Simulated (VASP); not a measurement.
# BeHF3 (Pm-3m) in VASP: notebook

The runs below take BeHF3 through single point, relaxation of cell and atoms, with PBE.

Everything below comes from runs of VASP 6.6.1. Logs are shortened: lines on timing, memory, paths and dates and some standing lists are left out, and cuts for length are marked.

## Step 1: The cell of the first run

Symmetry: Pm-3m, No. 221, cubic system. Conventional cell: a = 3.449 Å, b = 3.449 Å, c = 3.449 Å, α = 90.00°, β = 90.00°, γ = 90.00°. Be (site symmetry m-3m) has 6 F at 1.72 Å as nearest neighbours. H (site symmetry m-3m) has 12 F at 2.44 Å as nearest neighbours. F (site symmetry 4/mmm) is surrounded by 2 Be at 1.72 Å.

The cell was built by a generator and needn't be a form met in nature.

## Step 2: Single point, PBE (species swapped into the Ba3PbO type (Pm-3m, No. 221))

Contents of INCAR:

```
PREC = Accurate ; ENCUT = 520
EDIFF = 1E-6 ; ISMEAR = 0
SIGMA = 0.1 ; LREAL = F
LASPH = T ; NELM = 100
ALGO = Fast ; ISIF = 2
LWAVE = F ; LCHARG = T
GGA = PE ; LELF = T
LVHAR = T ; NBANDS = 20
```

Contents of KPOINTS:

```
regular mesh
0
Gamma
  12 12 12
```

Contents of POSCAR:

```
BeHF3
1.0
    3.4492460074      0.0000000000      0.0000000000
    0.0000000000      3.4492460074      0.0000000000
    0.0000000000      0.0000000000      3.4492460074
Be H F
1 1 3
Direct
    0.5000000000      0.5000000000      0.5000000000
    0.0000000000      0.0000000000      0.0000000000
    0.0000000000      0.5000000000      0.5000000000
    0.5000000000      0.0000000000      0.5000000000
    0.5000000000      0.5000000000      0.0000000000
```

Potentials or basis: VASP PAW PBE potentials, release 64 (Be, H, F).

The run is started by

```console
$ cat potpaw_PBE.64/Be/POTCAR potpaw_PBE.64/H/POTCAR potpaw_PBE.64/F/POTCAR > POTCAR
$ mpirun -np 1 vasp_std > vasp.out
```

OUTCAR:

```text
PREC = Accurate
   ENCUT = 520
   EDIFF = 1E-6
   ISMEAR = 0
   LREAL = F
   LASPH = T
   NELM = 100
   ISIF = 2
   GGA = PE

 ion  position               nearest neighbor table
   1  0.500  0.500  0.500-   3 1.72   4 1.72   5 1.72   5 1.72   4 1.72   3 1.72
   2  0.000  0.000  0.000-
   3  0.000  0.500  0.500-   1 1.72   1 1.72
   4  0.500  0.000  0.500-   1 1.72   1 1.72
   5  0.500  0.500  0.000-   1 1.72   1 1.72

  LATTYP: Found a simple cubic cell.
 ALAT       =     3.4492460074

  Lattice vectors:

 A1 = (   3.4492460074,   0.0000000000,   0.0000000000)
 A2 = (   0.0000000000,   3.4492460074,   0.0000000000)
 A3 = (   0.0000000000,   0.0000000000,   3.4492460074)

Analysis of symmetry for initial positions (statically):
=====================================================================
 Subroutine PRICEL returns:
 Original cell was already a primitive cell.

 Routine SETGRP: Setting up the symmetry group for a
 simple cubic supercell.

 Subroutine GETGRP returns: Found 48 space group operations
 (whereof 48 operations were pure point group operations)
 out of a pool of 48 trial point group operations.

The static configuration has the point symmetry O_h .

Analysis of symmetry for dynamics (positions and initial velocities):
=====================================================================
 Subroutine PRICEL returns:
 Original cell was already a primitive cell.

 Routine SETGRP: Setting up the symmetry group for a
 simple cubic supercell.

 Subroutine GETGRP returns: Found 48 space group operations
 (whereof 48 operations were pure point group operations)
 out of a pool of 48 trial point group operations.

The dynamic configuration has the point symmetry O_h .

 Subroutine INISYM returns: Found 48 space group operations
 (whereof 48 operations are pure point group operations),
 and found     1 'primitive' translations

----------------------------------------------------------------------------------------

                                     Primitive cell

  volume of cell :      41.0367

  direct lattice vectors                    reciprocal lattice vectors
     3.449246007  0.000000000  0.000000000     0.289918434  0.000000000  0.000000000
     0.000000000  3.449246007  0.000000000     0.000000000  0.289918434  0.000000000
     0.000000000  0.000000000  3.449246007     0.000000000  0.000000000  0.289918434

  length of vectors
     3.449246007  3.449246007  3.449246007     0.289918434  0.289918434  0.289918434

  position of ions in fractional coordinates (direct lattice)
     0.500000000  0.500000000  0.500000000
     0.000000000  0.000000000  0.000000000
     0.000000000  0.500000000  0.500000000
     0.500000000  0.000000000  0.500000000
     0.500000000  0.500000000  0.000000000

  ion indices of the primitive-cell ions
   primitive index   ion index
                 1           1
                 2           2
                 3           3
                 4           4
                 5           5

----------------------------------------------------------------------------------------

 KPOINTS: regular mesh

Automatic generation of k-mesh.
 Grid dimensions read from file:
 generate k-points for:   12   12   12

 Generating k-lattice:

  Cartesian coordinates                     Fractional coordinates (reciprocal lattice)
     0.024159869  0.000000000  0.000000000     0.083333333  0.000000000  0.000000000
     0.000000000  0.024159869  0.000000000     0.000000000  0.083333333  0.000000000
     0.000000000  0.000000000  0.024159869     0.000000000  0.000000000  0.083333333

  Length of vectors
     0.024159869  0.024159869  0.024159869

  Shift w.r.t. Gamma in fractional coordinates (k-lattice)
     0.000000000  0.000000000  0.000000000

 Subroutine IBZKPT returns following result:
 ===========================================

 Found     84 irreducible k-points:

 Following reciprocal coordinates:
            Coordinates               Weight
  0.000000  0.000000  0.000000      1.000000
  0.083333  0.000000  0.000000      6.000000
  0.166667  0.000000  0.000000      6.000000
  0.250000  0.000000  0.000000      6.000000
  0.333333  0.000000  0.000000      6.000000
  0.416667  0.000000  0.000000      6.000000
[... 16 lines left out ...]
  0.333333  0.333333  0.000000     12.000000
  0.416667  0.333333  0.000000     24.000000
 [... further k-points ...]
   k-points           NKPTS =     84   k-points in BZ     NKDIM =     84   number of bands    NBANDS=     20
   number of dos      NEDOS =    301   number of ions     NIONS =      5
   total plane-waves  NPLWV =  21952
   dimension x,y,z NGX =    28 NGY =   28 NGZ =   28
   dimension x,y,z NGXF=    56 NGYF=   56 NGZF=   56
   ions per type =               1   1   3
   NGX,Y,Z   is equivalent  to a cutoff of  13.50, 13.50, 13.50 a.u.
   NGXF,Y,Z  is equivalent  to a cutoff of  26.99, 26.99, 26.99 a.u.
 SYSTEM =  unknown system
   PREC   = accura    normal or accurate (medium, high low for compatibility)
   ISTART =      0    job   : 0-new  1-cont  2-samecut
   ICHARG =      2    charge: 1-file 2-atom 10-const
   ISPIN  =      1    spin polarized calculation?
   LNONCOLLINEAR =      F non collinear calculations
   LSORBIT =      F    spin-orbit coupling
   LASPH  =      T    aspherical Exc in radial PAW
   ENCUT  =  520.0 eV  38.22 Ry    6.18 a.u.   6.41  6.41  6.41*2*pi/ulx,y,z
   NELM   =    100;   NELMIN=  2; NELMDL= -5     # of ELM steps
   EDIFF  = 0.1E-05   stopping-criterion for ELM
[... 8 lines left out ...]
   TEBEG  =    0.0;   TEEND  =   0.0 temperature during run
   PSTRESS=    0.0 pullay stress
   NELECT =      24.0000    total number of electrons
   NUPDOWN=      -1.0000    fix difference up-down
   EMIN   =  10.00;   EMAX   =-10.00  energy-range for DOS
   EFERMI =   0.00;   METHOD = LEGACY
   ISMEAR =     0;   SIGMA  =   0.10  broadening in eV -4-tet -1-fermi 0-gaus
   EFERMI_NEDOS =   21; number of points for ismear=-14 and -15
   IALGO  =     68    algorithm
   IMIX   =      4    mixing-type and parameters
     AMIX     =   0.40;   BMIX     =  1.00
     AMIX_MAG =   1.60;   BMIX_MAG =  1.00
  volume/ion in A,a.u.               =       8.21        55.39
  Fermi-wavevector in a.u.,A,eV,Ry     =   1.369056  2.587140 25.501578  1.874313
  Thomas-Fermi vector in A             =   2.494965
   LORBIT       =      0    0 simple, 1 ext, 2 COOP (PROOUT), +10 PAW based schemes
   GGA     = PE    functional components
   LHFCALC =     F    Hartree Fock is set to
   AEXX    =    0.0000 exact exchange contribution
   IVDW    =     0    specifies the selected vdW correction
   LEPSILON=     F    determine dielectric tensor
   LRPA    =     F    only Hartree local field effects (RPA)
 non-spin polarized calculation
 RMM-DIIS sequential band-by-band and
 Gauss-broadening in eV      SIGMA  =   0.10
  energy-cutoff  :      520.00
  volume of cell :       41.04
 maximum number of plane-waves:      1141
 NGX is ok and might be reduce to    28
   NGX = 13   NGY = 13   NGZ = 13

 number of electron      23.9999975 magnetization

 Free energy of the ion-electron system (eV)
  ---------------------------------------------------
  ext. energy  EPLUGINS =         0.00000000
  ---------------------------------------------------
  free energy    TOTEN  =       -19.72814258 eV

  energy without entropy =      -19.72477521  energy(sigma->0) =      -19.72645889

 E-fermi :  -0.5282     XC(G=0): -10.0220

 val. band max:       -0.5516095000   @ k =   0.5000   0.5000   0.4167
 cond. band min:      -0.4955668612   @ k =   0.0833   0.0833   0.0000
 fundamental gap:      0.0560426389
 Fermi energy:        -0.5282361373

 k-point     1 :       0.0000    0.0000    0.0000
  band No.  band energies     occupation
      1     -22.7285      2.00000
      2     -20.7182      2.00000
      3     -20.7182      2.00000
      4      -5.6280      2.00000
      5      -5.6280      2.00000
      6      -5.6280      2.00000
[... 12 lines left out ...]
     19      16.9232      0.00000
     20      17.4615      0.00000

 k-point     2 :       0.0833    0.0000    0.0000
  band No.  band energies     occupation
      1     -22.7018      2.00000
      2     -20.7552      2.00000
      3     -20.7155      2.00000
      4      -5.5982      2.00000
      5      -5.5982      2.00000
      6      -5.5726      2.00000
[... 12 lines left out ...]
     19      17.3090      0.00000
     20      17.9520      0.00000

 k-point     3 :       0.1667    0.0000    0.0000
  band No.  band energies     occupation
      1     -22.6239      2.00000
      2     -20.8652      2.00000
      3     -20.7113      2.00000
      4      -5.5135      2.00000
      5      -5.5135      2.00000
      6      -5.4128      2.00000
[... 12 lines left out ...]
     19      17.9792      0.00000
     20      18.3846      0.00000

 k-point     4 :       0.2500    0.0000    0.0000
  band No.  band energies     occupation
      1     -22.5005      2.00000
      2     -21.0315      2.00000
      3     -20.7049      2.00000
      4      -5.3883      2.00000
      5      -5.3883      2.00000
      6      -5.1645      2.00000
[... 12 lines left out ...]
     19      17.8991      0.00000
     20      17.9331      0.00000

 k-point     5 :       0.3333    0.0000    0.0000
  band No.  band energies     occupation
      1     -22.3427      2.00000
      2     -21.2313      2.00000
      3     -20.6982      2.00000
      4      -5.2495      2.00000
      5      -5.2495      2.00000
      6      -4.8497      2.00000
[... 12 lines left out ...]
     19      17.6203      0.00000
     20      17.6210      0.00000

 k-point     6 :       0.4167    0.0000    0.0000
  band No.  band energies     occupation
      1     -22.1784      2.00000
      2     -21.4260      2.00000
      3     -20.6931      2.00000
      4      -5.1364      2.00000
      5      -5.1364      2.00000
      6      -4.4922      2.00000
[... 12 lines left out ...]
     19      17.4605      0.00000
     20      17.4605      0.00000

 k-point     7 :       0.5000    0.0000    0.0000
  band No.  band energies     occupation
      1     -22.0920      2.00000
      2     -21.5237      2.00000
      3     -20.6911      2.00000
      4      -5.0919      2.00000
      5      -5.0919      2.00000
      6      -4.1927      2.00000
[... 12 lines left out ...]
     19      17.4122      0.00000
     20      17.4122      0.00000
[... 277 lines left out ...]
 k-point    20 :       0.3333    0.2500    0.0000
  band No.  band energies     occupation
      1     -22.1484      2.00000
      2     -21.2433      2.00000
      3     -20.9114      2.00000
      4      -5.6328      2.00000
      5      -5.0046      2.00000
      6      -4.1633      2.00000
[... 12 lines left out ...]
     19      16.7349      0.00000
     20      17.1320      0.00000

 k-point    21 :       0.4167    0.2500    0.0000
  band No.  band energies     occupation
      1     -21.9945      2.00000
      2     -21.4049      2.00000
      3     -20.9202      2.00000
      4      -5.5357      2.00000
      5      -4.8885      2.00000
      6      -4.4841      2.00000
[... 12 lines left out ...]
     19      16.5658      0.00000
     20      17.0134      0.00000

 k-point    22 :       0.5000    0.2500    0.0000
  band No.  band energies     occupation
      1     -21.9082      2.00000
      2     -21.4954      2.00000
      3     -20.9214      2.00000
      4      -5.4755      2.00000
      5      -4.8426      2.00000
      6      -4.6222      2.00000
[... 12 lines left out ...]
     19      16.5067      0.00000
     20      16.9744      0.00000

 k-point    23 :       0.3333    0.3333    0.0000
  band No.  band energies     occupation
      1     -22.0121      2.00000
      2     -21.2929      2.00000
      3     -21.0131      2.00000
      4      -5.6496      2.00000
      5      -4.8606      2.00000
      6      -4.4526      2.00000
[... 12 lines left out ...]
     19      16.3491      0.00000
     20      16.9523      0.00000

 k-point    24 :       0.4167    0.3333    0.0000
  band No.  band energies     occupation
      1     -21.8639      2.00000
      2     -21.4006      2.00000
      3     -21.0653      2.00000
      4      -5.6139      2.00000
      5      -4.7417      2.00000
      6      -4.7168      2.00000
[... 12 lines left out ...]
     19      16.1541      0.00000
     20      16.8365      0.00000

 [... further k-points ...]
[... 5 lines left out ...]
  --------------------------------------------------------------------------------------
  -------------------------------------------------------------------------------------
  Total       -0.0368278     -0.0368278     -0.0368278      0.0000000      0.0000000     -0.0000000
  in kB       -1.4378511     -1.4378511     -1.4378511      0.0000000      0.0000000     -0.0000000
  external PRESSURE =      -1.4378511 kB  Pullay stress =       0.0000000 kB

 VOLUME and BASIS-vectors are now :
 -----------------------------------------------------------------------------
  energy-cutoff  :      520.00
  volume of cell :       41.04
      direct lattice vectors                 reciprocal lattice vectors
     3.449246007  0.000000000  0.000000000     0.289918434  0.000000000  0.000000000
     0.000000000  3.449246007  0.000000000     0.000000000  0.289918434  0.000000000
     0.000000000  0.000000000  3.449246007     0.000000000  0.000000000  0.289918434

 POSITION                                       TOTAL-FORCE (eV/Angst)
 -----------------------------------------------------------------------------------
      1.72462      1.72462      1.72462         0.000000      0.000000      0.000000
      0.00000      0.00000      0.00000         0.000000      0.000000      0.000000
      0.00000      1.72462      1.72462         0.000000      0.000000      0.000000
      1.72462      0.00000      1.72462         0.000000      0.000000      0.000000
      1.72462      1.72462      0.00000         0.000000      0.000000      0.000000
 -----------------------------------------------------------------------------------
    total drift:                                0.000000      0.000000      0.000000

  FREE ENERGIE OF THE ION-ELECTRON SYSTEM (eV)
  ---------------------------------------------------
  free  energy   TOTEN  =       -19.7281425757 eV

  energy  without entropy=      -19.7247752057  energy(sigma->0) =      -19.72645889
```

It took 27 s on 1 thread of Intel Xeon 6975P-C (Granite Rapids), shared host; peak memory 0.19 GiB.

Results:

```
Free energy            : -19.7281 eV
Pressure               : -0.1 GPa
Band gap on the k mesh : none (metal or under the smearing width)
```

## Step 3: Relaxation of cell and atoms, PBE (species swapped into the Ba3PbO type (Pm-3m, No. 221))

Contents of INCAR:

```
PREC     = Accurate       # precision mode
ENCUT    = 600            # plane-wave cutoff, eV
EDIFF    = 1E-6           # SCF threshold, eV
ISMEAR   = 0              # smearing method
SIGMA    = 0.1            # smearing width, eV
LREAL    = False          # projectors in reciprocal space
LASPH    = True           # aspherical terms in the spheres
NELM     = 80             # most SCF steps
ALGO     = Normal         # electronic algorithm
ISIF     = 3              # what is computed and relaxed
LWAVE    = False          # write WAVECAR
LCHARG   = False          # write CHGCAR
GGA      = PE             # functional
IBRION   = 2              # ionic algorithm
NSW      = 100            # ionic steps
EDIFFG   = -0.01          # ionic threshold
```

KPOINTS is that of step 2.

POSCAR, as its differences from that of step 2:

```diff
@@ -2,5 +2,5 @@
 1.0
-    3.4492460074      0.0000000000      0.0000000000
-    0.0000000000      3.4492460074      0.0000000000
-    0.0000000000      0.0000000000      3.4492460074
+    3.4488399606      0.0000000000      0.0000000000
+    0.0000000000      3.4488399606      0.0000000000
+    0.0000000000      0.0000000000      3.4488399606
 Be H F
```

Potentials or basis: VASP PAW PBE potentials, release 64 (Be, H, F).

The run is started by

```console
$ cat potpaw_PBE.64/Be/POTCAR potpaw_PBE.64/H/POTCAR potpaw_PBE.64/F/POTCAR > POTCAR
$ mpirun -np 1 vasp_std > vasp.out
```

Wall time 30 s (1 thread of Intel Xeon 6975P-C (Granite Rapids), shared host); peak memory 0.19 GiB.

Results (log left out):

- Free energy: -19.7344 eV
- Relaxed volume: 8.19 Å³/atom
- Relaxed cell: a = 3.447 Å, b = 3.447 Å, c = 3.447 Å, α = 90.00°, β = 90.00°, γ = 90.00°
- Space group after relaxing (to 0.05 Å): Pm-3m (No. 221)
- Energy gained by relaxing: 0.0 meV/atom
- Ionic steps: 2
- Pressure after relaxing: 0.0 GPa
- Band gap on the k mesh: none (metal or under the smearing width)

Final structure:
```
CELL_PARAMETERS angstrom
3.44662 0.00000 0.00000
0.00000 3.44662 0.00000
0.00000 0.00000 3.44662
ATOMIC_POSITIONS crystal
Be 0.50000 0.50000 0.50000
H 0.00000 0.00000 0.00000
F 0.00000 0.50000 0.50000
F 0.50000 0.00000 0.50000
F 0.50000 0.50000 0.00000
```

Levels at points of the mesh, in eV from the Fermi level:
```tsv
k point	band 9	band 10	band 11	band 12	band 13	band 14	band 15	band 16
(0.00, 0.00, 0.00)	-1.10	-0.83	-0.83	-0.83	-0.55	11.62	17.28	17.28
(0.50, 0.00, 0.00)	-1.77	-1.44	-0.90	-0.90	1.44	11.48	15.02	15.54
(0.50, 0.50, 0.00)	-1.70	-1.70	-1.40	-0.07	1.26	12.79	12.79	15.85
(0.50, 0.50, 0.50)	-1.38	-0.13	-0.05	-0.05	-0.05	12.79	12.79	12.79
```

(Continued in part 2 of 2.)
